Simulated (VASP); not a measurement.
Level of theory: r2SCAN meta-GGA, VASP's PBE PAW potentials (set 64) (plane waves; VASP). For the first row: Run with 400 eV cut-off, 9×9×9 Γ-centred mesh, tetrahedra with Blöchl corrections, potentials Sn_d Se.

| system | energy (eV/atom) |
|---|---|
| SnSe (space group Fm-3m) | -19.9365 |
| Sn (beta) | -24.6218 |
| Se (trig) | -14.3080 |

The references are the elements' solids at the same level; no temperature or zero-point terms are added.

Question: What is the formation energy per atom of SnSe?

Answer: The references average (1×(-24.6218) + 1×(-14.3080))/2 = -19.4649 eV, so the formation energy is -19.9365 − (-19.4649) = -0.472 eV/atom.
